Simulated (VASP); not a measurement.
Input:

```
CELL_PARAMETERS angstrom
      0.00000     2.27483     2.27483
      2.27483     0.00000     2.27483
      2.27483     2.27483     0.00000
ATOMIC_POSITIONS crystal
  Hf 0.00000 0.00000 0.00000
  N  0.50000 0.50000 0.50000
```

Method: r2SCAN+rVV10, VASP's PBE PAW potentials (set 64) (plane waves; VASP). Numerical set-up: 520 eV cut-off, 14×14×14 Γ-centred mesh, first-order Methfessel-Paxton smearing of 0.10 eV, potentials Hf_pv N.

Unless said otherwise, spin-orbit coupling is left out, though it shifts the bands of the heavy elements here.

Question: Predict the energy per atom (σ→0), pressure, band gap (on the k-mesh) with the smallest direct gap where there is one.

Answer: 
The band gap (on the k-mesh) comes out as none (metal, semimetal or under 0.01 eV) and the energy per atom (σ→0) is -28.995 eV/atom. The pressure is -8.25 GPa.

The absolute energy has meaning only against runs of the same code, potentials and settings.

The compound is HfN in the rock salt structure. This cell is one point of a volume scan, at 1.03 of the reference volume. The electron count is odd and the run is not spin-polarised, which forces a metal.
